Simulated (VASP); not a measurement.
```yaml
crystal:
  lattice:
    - [2.10281, -3.64218, 0.00000]
    - [2.10281, 3.64218, 0.00000]
    - [0.00000, 0.00000, 7.70160]
  atoms:
    - { symbol: Mg, position: [0.00000, 0.00000, 0.00000] }
    - { symbol: I, position: [0.33333, 0.66667, 0.21726] }
    - { symbol: I, position: [0.66667, 0.33333, 0.78274] }
```

Calculation: PW91 GGA, VASP's PBE PAW potentials (set 64) (plane waves; VASP). Run with 520 eV cut-off, Gaussian smearing of 0.050 eV, potentials Mg I.

Without a dispersion term in the relaxation, distances and binding between the weakly bound layers, chains or molecules are unreliable, and so is what depends on them. Unless said otherwise, spin-orbit coupling is left out, though it shifts the bands of the heavy elements here.

### Question
Predict the band gap (along the path) with the smallest direct gap where there is one.

### Answer

```json
{
  "band gap (along the path)": "3.62 eV",
  "smallest direct gap (along the path)": "3.74 eV"
}
```

The compound is MgI2 in the 1T layered structure. It was relaxed first, which changed the volume by +15 %.
